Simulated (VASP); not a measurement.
Molecule: Br2Zn, in a box.

```xyz
3
Lattice="11.0000 0.0000 0.0000 0.0000 13.0000 0.0000 0.0000 0.0000 11.0000" Properties=species:S:1:pos:R:3 pbc="T T T"
Br    6.4923    8.3800    6.2651
Br    4.5337    4.6620    4.8029
Zn    5.5110    6.5225    5.5331
```

Base run:

| Quantity | Value |
| --- | --- |
| Program | VASP 6.6.1 |
| Functional | PBE |
| Dispersion | TS |
| Potentials or basis | VASP PAW PBE potentials, release 64 (Br, Zn) |
| Cutoff | 520 eV |
| k mesh | 1 × 1 × 1 |
| Occupations | gaussian, width 0.01 eV |
| Spin | no spin polarisation |

Its results: gap between the frontier levels 4.47 eV; largest force 0.132 eV/Å.

The run is repeated on the same cell with these changes: functional from PBE to B3LYP; further incar settings from ALGO = Fast; EDIFF = 1e-06 to ALGO = Normal; EDIFF = 1e-06; NBANDS = 20. What comes out?

Gap between the frontier levels 6.01 eV; largest force 0.033 eV/Å.

Caveats: the PAW data sets were made with another functional, which shifts forces and pressure a little (some runs).

